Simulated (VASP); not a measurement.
Calculation: r2SCAN meta-GGA, VASP's PBE PAW potentials (set 64) (plane waves; VASP).

Input for VASP

**KPOINTS_OPT**
```
k-points along high-symmetry lines
10
Line-mode
Reciprocal
  0.000000   0.000000   0.000000 ! GAMMA
  0.500000   0.000000   0.500000 ! X

  0.500000   0.000000   0.500000 ! X
  0.625000   0.250000   0.625000 ! U

  0.375000   0.375000   0.750000 ! K
  0.000000   0.000000   0.000000 ! GAMMA

  0.000000   0.000000   0.000000 ! GAMMA
  0.500000   0.500000   0.500000 ! L

  0.500000   0.500000   0.500000 ! L
  0.500000   0.250000   0.750000 ! W

  0.500000   0.250000   0.750000 ! W
  0.500000   0.000000   0.500000 ! X
```

KPOINTS:
```
kpoints
0
Gamma
  6 6 6
0 0 0
```

POSCAR:
```
Ca2Si
3.5836490
  0.0000000000   0.9999998912   0.9999998912
  0.9999998912   0.0000000000   0.9999998912
  0.9999998912   0.9999998912   0.0000000000
Ca Si
2 1
Cartesian
  1.4999998368   1.4999998368   1.4999998368
  0.4999999456   0.4999999456   0.4999999456
  0.0000000000   0.0000000000   0.0000000000
```

INCAR:
```
# general
SYSTEM  = Ca2Si
PREC    = Accurate
ENCUT   = 400
LREAL   = .FALSE.
LASPH   = .TRUE.

# electronic loop
EDIFF   = 1E-7
NELM    = 100
ALGO    = Normal
LMIXTAU = .TRUE.

# smearing
ISMEAR  = -5

# functional
METAGGA = R2SCAN

# ions
ISIF    = 2

# output
LWAVE   = .FALSE.
LCHARG  = .FALSE.
LORBIT  = 11
NEDOS   = 601

# other
LEFG    = .TRUE.
```

POTCAR, in this order: Ca_sv Si (PBE.64 set). Program: vasp_std.

Output of the run:

**OSZICAR**
```
       N       E                     dE             d eps       ncg     rms          rms(c)
DAV:   1     0.160693767286E+03    0.16069E+03   -0.11053E+04   520   0.114E+03
DAV:   2    -0.179392959434E+02   -0.17863E+03   -0.17774E+03   592   0.354E+02
DAV:   3    -0.290416106984E+02   -0.11102E+02   -0.11027E+02  1008   0.634E+01
DAV:   4    -0.294681760478E+02   -0.42657E+00   -0.42653E+00   720   0.136E+01
DAV:   5    -0.294867363115E+02   -0.18560E-01   -0.18560E-01   880   0.192E+00    0.474E+00
DAV:   6    -0.252911554346E+02    0.41956E+01   -0.51902E+00   848   0.189E+01    0.441E+00
DAV:   7    -0.247499315269E+02    0.54122E+00   -0.26589E+00   712   0.110E+01    0.975E-01
DAV:   8    -0.263301622749E+02   -0.15802E+01   -0.13559E+00   648   0.867E+00    0.103E+00
DAV:   9    -0.253626710025E+02    0.96749E+00   -0.28109E-01   552   0.409E+00    0.909E-01
DAV:  10    -0.244250845018E+02    0.93759E+00   -0.53353E-01   552   0.629E+00    0.216E-01
DAV:  11    -0.244422713755E+02   -0.17187E-01   -0.47104E-02   824   0.200E+00    0.138E-01
DAV:  12    -0.244470541319E+02   -0.47828E-02   -0.53860E-02   592   0.155E+00    0.833E-02
DAV:  13    -0.243327141069E+02    0.11434E+00   -0.87990E-02   544   0.268E+00    0.197E-01
DAV:  14    -0.242346403297E+02    0.98074E-01   -0.22295E-02   640   0.137E+00    0.194E-01
DAV:  15    -0.244426052738E+02   -0.20796E+00   -0.90395E-02   512   0.264E+00    0.188E-01
DAV:  16    -0.244455318088E+02   -0.29265E-02   -0.28001E-02   544   0.128E+00    0.927E-02
DAV:  17    -0.244497049477E+02   -0.41731E-02   -0.64665E-03   600   0.577E-01    0.420E-02
DAV:  18    -0.244497435244E+02   -0.38577E-04   -0.44493E-04   776   0.130E-01    0.397E-02
DAV:  19    -0.244496119655E+02    0.13156E-03   -0.78555E-05   688   0.688E-02    0.274E-02
DAV:  20    -0.244498466373E+02   -0.23467E-03   -0.35312E-04   568   0.134E-01    0.880E-03
DAV:  21    -0.244498141146E+02    0.32523E-04   -0.10705E-04   664   0.680E-02    0.737E-03
DAV:  22    -0.244498623793E+02   -0.48265E-04   -0.30509E-05   648   0.429E-02    0.492E-03
DAV:  23    -0.244498639472E+02   -0.15679E-05   -0.86324E-06   704   0.186E-02    0.513E-03
DAV:  24    -0.244498601901E+02    0.37572E-05   -0.14661E-06   496   0.100E-02    0.459E-03
DAV:  25    -0.244498644566E+02   -0.42665E-05   -0.77906E-06   544   0.189E-02    0.190E-03
DAV:  26    -0.244498651715E+02   -0.71494E-06   -0.11611E-06   616   0.593E-03    0.954E-04
DAV:  27    -0.244498648784E+02    0.29312E-06   -0.93597E-08   480   0.287E-03    0.763E-04
DAV:  28    -0.244498651406E+02   -0.26224E-06   -0.17447E-07   496   0.310E-03    0.486E-04
DAV:  29    -0.244498650075E+02    0.13312E-06   -0.16237E-08   424   0.119E-03    0.340E-04
DAV:  30    -0.244498650737E+02   -0.66223E-07   -0.43745E-09   352   0.512E-04
   1 F= -.24449865E+02 E0= -.24449865E+02  d E =0.000000E+00
       N       E                     dE             ncg
       N       E                     dE             ncg
       N       E                     dE             ncg
       N       E                     dE             ncg
```

**OUTCAR**
```
------------------------ aborting loop because EDIFF is reached ----------------------------------------
  FORCE on cell =-STRESS in cart. coord.  units (eV):
  Direction    XX          YY          ZZ          XY          YZ          ZX
  --------------------------------------------------------------------------------------
  Total        0.0058643      0.0058643      0.0058643      0.0000000     -0.0000000      0.0000000
  in kB        0.1020747      0.1020747      0.1020747      0.0000000     -0.0000000      0.0000000
  external PRESSURE =       0.1020747 kB  Pullay stress =       0.0000000 kB
  volume of cell :       92.05
      direct lattice vectors                 reciprocal lattice vectors
     0.000000000  3.583648610  3.583648610    -0.139522608  0.139522608  0.139522608
     3.583648610  0.000000000  3.583648610     0.139522608 -0.139522608  0.139522608
     3.583648610  3.583648610  0.000000000     0.139522608  0.139522608 -0.139522608
 POSITION                                       TOTAL-FORCE (eV/Angst)
 -----------------------------------------------------------------------------------
      5.37547      5.37547      5.37547         0.000000      0.000000     -0.000000
      1.79182      1.79182      1.79182        -0.000000     -0.000000      0.000000
      0.00000      0.00000      0.00000         0.000000      0.000000      0.000000
 -----------------------------------------------------------------------------------
    total drift:                                0.000000      0.000000      0.000000
  FREE ENERGIE OF THE ION-ELECTRON SYSTEM (eV)
  ---------------------------------------------------
  free  energy   TOTEN  =       -24.4498650737 eV

  energy  without entropy=      -24.4498650737  energy(sigma->0) =      -24.44986507

 total charge

# of ion       s       p       d       tot
------------------------------------------
    1        2.052   5.852   0.209   8.113
    2        2.052   5.852   0.209   8.113
    3        0.754   0.936   0.000   1.690
--------------------------------------------------
tot          4.858  12.639   0.419  17.916
```
(Selected blocks of OUTCAR.)

The structure comes from a computed database's Ca2Si entry (Fm-3m); how it stands against other phases isn't given here. It was relaxed first.
